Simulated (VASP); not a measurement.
Set up this calculation in VASP 6.6.1, as the native input.

```
Task                   : work function
Functional             : PBE
Potentials or basis    : VASP PAW PBE potentials, release 64 (Se, Pt)
Cutoff                 : 520 eV
k mesh                 : 12 × 12 × 1
Occupations            : gaussian, width 0.03 eV
Spin                   : non-collinear spin, zero start, spin-orbit coupling
Starting moments       : [[0.0, 0.0, 0.0], [0.0, 0.0, 0.0], [0.0, 0.0, 0.0]] μB
Dipole correction      : yes
Further INCAR settings : ALGO = Normal; EDIFF = 1e-07
```

The structure of PtSe2 lies in POSCAR:

```
PtSe2                                   
1.0
    3.7060189018      0.0000000000      0.0000000000
   -1.8530094509      3.2095065196      0.0000000000
    0.0000000000      0.0000000000     18.6200000000
  Se              Pt            
     2     1
Direct
     0.3333330000000032    0.6666669999999968    0.4288470405004758
     0.6666669999999968    0.3333330000000032    0.5711529594995242
     0.0000000000000000    0.0000000000000000    0.5000000000000000
```

The cell was built by a generator and needn't be a form met in nature.

These files were run (other wordings do the same):

INCAR

```
PREC = Accurate ; ENCUT = 520
EDIFF = 1E-7 ; ISMEAR = 0
SIGMA = 0.03 ; LREAL = F
LASPH = T ; NELM = 60
ALGO = Normal ; ISIF = 2
LWAVE = F ; LCHARG = T
LNONCOLLINEAR = T ; MAGMOM = 0 0 0 0 0 0 0 0 0
LORBIT = 11 ; LSORBIT = T
GGA_COMPAT = F ; LMAXMIX = 4
LDIPOL = T ; IDIPOL = 3
DIPOL = 0.5 0.5 0.500 ; GGA = PE
LVHAR = T ; LVACPOTAV = T
KPAR = 4
```

KPOINTS

```
Automatic mesh
0
Gamma
  12 12 1
```

Potentials or basis: VASP PAW PBE potentials, release 64 (Se, Pt).

Run with:

```console
$ cat potpaw_PBE.64/Se/POTCAR potpaw_PBE.64/Pt/POTCAR > POTCAR
$ mpirun -np 4 vasp_ncl > vasp.out
```

Results of the run:

* Largest force: 0.108 eV/Å
* Net moment: 0.00 μB per cell
* Valence electrons inside the program's atomic spheres: Se 3.79; Pt 9.37
* Work function of the upper face: 5.31 eV
* Work function of the lower face: 5.31 eV

It took 2.8 min on 4 MPI ranks on Intel(R) Xeon(R) 6975P-C (Granite Rapids), with other jobs on the host, peak memory 0.96 GiB a rank.
